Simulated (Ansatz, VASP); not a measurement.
**One calculation of Mo3Ru3C2, two programs**

File INCAR:

```
  PREC = Accurate
  ENCUT = 520
  EDIFF = 1E-7
  ISMEAR = -1
  SIGMA = 0.05
  LREAL = F
  LASPH = T
  NELM = 80
  ALGO = Normal
  ISIF = 2
  LWAVE = F
  LCHARG = F
  GGA = PE
  NBANDS = 56
```

File KPOINTS:

```
regular mesh
0
Gamma
  10 10 2
```

The input POSCAR:

```
Mo3Ru3C2
1.0
    2.8897433436      0.0000000000      0.0000000000
   -1.4448716718      2.5025911460      0.0000000000
    0.0000000000      0.0000000000     13.7901396204
Ru Mo C
3 3 2
Direct
    0.3333333333      0.6666666667      0.3459835000
    0.0000000000      0.0000000000      0.5000000000
    0.6666666667      0.3333333333      0.6540165000
    0.3333333333      0.6666666667      0.8121105000
    0.0000000000      0.0000000000      0.0000000000
    0.6666666667      0.3333333333      0.1878895000
    0.6666666667      0.3333333333      0.9011725000
    0.3333333333      0.6666666667      0.0988275000
```

input.yaml

```yaml
crystal:
  lattice:
    - [2.8897433436, 0.0, 0.0]
    - [-1.4448716718, 2.502591146, 0.0]
    - [0.0, 0.0, 13.7901396204]
  atoms:
    - { symbol: Ru, position: [0.3333333333, 0.6666666667, 0.3459835] }
    - { symbol: Ru, position: [0.0, 0.0, 0.5] }
    - { symbol: Ru, position: [0.6666666667, 0.3333333333, 0.6540165] }
    - { symbol: Mo, position: [0.3333333333, 0.6666666667, 0.8121105] }
    - { symbol: Mo, position: [0.0, 0.0, 0.0] }
    - { symbol: Mo, position: [0.6666666667, 0.3333333333, 0.1878895] }
    - { symbol: C, position: [0.6666666667, 0.3333333333, 0.9011725] }
    - { symbol: C, position: [0.3333333333, 0.6666666667, 0.0988275] }
hamiltonian:
  xc: pbe
  pseudopotentials: { kind: paw }
kpoints:
  mp_grid: { grid: [10, 10, 2] }
scf:
  occupations: { method: fermi_dirac, width: 0.05 }
output:
  forces: true
  stress: true
  eigenvalues: true
  write_density: true
  write_potential: true
  elf: true
  volumetric_format: npy
```

Change from the starting cell: volume scaled by 0.98.

Alike in both runs: task single point; functional PBE; k mesh 10 × 10 × 2; occupations fermi-dirac, width 0.05 eV; no spin polarisation.

```csv
,VASP,Ansatz
version,VASP 6.6.1,Ansatz 0.2.0
potentials or method,"VASP PAW PBE potentials, release 64 (Ru_pv, Mo_sv, C)",Ansatz PAW
plane-wave cutoff (eV),520,420
valence electrons in the cell,92,98
```

|  | VASP | Ansatz | Ansatz less VASP |
| --- | --- | --- | --- |
| gap on the k mesh at the Fermi level (eV) | none | none | - |
| pressure (GPa) | 3.6 | 3.3 | -0.30 |
| largest component of the traceless stress (GPa) | 1.15 | 1.18 | +0.035 |
| rms of the force components (eV/Å) | 0.083 | 0.077 | -0.0060 |

Atom by atom the forces differ by 0.007 eV/Å (rms over components). A gap of «none» marks a metal or a gap that the smearing closes. The two sets of potentials don't hold the same shells in valence.
